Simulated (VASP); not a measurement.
Input:

```xyz
2
Lattice="0.0000 3.1255 3.1255 3.1255 0.0000 3.1255 3.1255 3.1255 0.0000" Properties=species:S:1:pos:R:3 pbc="T T T"
K      0.0000     0.0000     0.0000
Br     3.1255     3.1255     3.1255
```

The numbers are results of LDA (Ceperley-Alder, Perdew-Zunger), VASP's LDA PAW potentials (set 64) (plane waves; VASP), not measurements. Numerical set-up: 520 eV cut-off, 7×7×7 Γ-centred mesh, Gaussian smearing of 0.050 eV, potentials K_sv Br.

**Question.** Give the stress tensor in GPa (positive for a compressed cell).

**Answer.** 
```
1.47  0.00  0.00
0.00  1.47  0.00
0.00  0.00  1.47
```
The pressure is its mean diagonal, 1.47 GPa.

The compound is KBr in the rock salt structure. This cell is one point of a volume scan, at 0.94 of the reference volume.
